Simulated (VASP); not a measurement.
Here is the system:

```xyz
5
Lattice="4.0332 0.0000 0.0000 0.0000 4.0332 0.0000 0.0000 0.0000 4.0332" Properties=species:S:1:pos:R:3 pbc="T T T"
K      0.0000     0.0000     0.0000
Zn     2.0166     2.0166     2.0166
F      2.0166     0.0000     2.0166
F      0.0000     2.0166     2.0166
F      2.0166     2.0166     0.0000
```

All values below come from SCAN meta-GGA, VASP's PBE PAW potentials (set 64) (plane waves; VASP). Numerical set-up: 520 eV cut-off, 6×6×6 Γ-centred mesh, tetrahedra with Blöchl corrections, potentials K_sv Zn F.

The cores are frozen, which limits the accuracy of field gradients.

Problem. Give the principal components of the electric field gradient (V/Å²) and the asymmetry η at each nucleus.

Solution. 
```csv
atom,Vxx,Vyy,Vzz,η
K1,0.0,0.0,0.0,-
Zn2,0.0,0.0,0.0,-
F3,-47.1,-47.1,94.1,0.00
F4,-47.1,-47.1,94.1,0.00
F5,-47.1,-47.1,94.1,0.00
```

The compound is KZnF3 in the cubic perovskite structure. It was relaxed first.
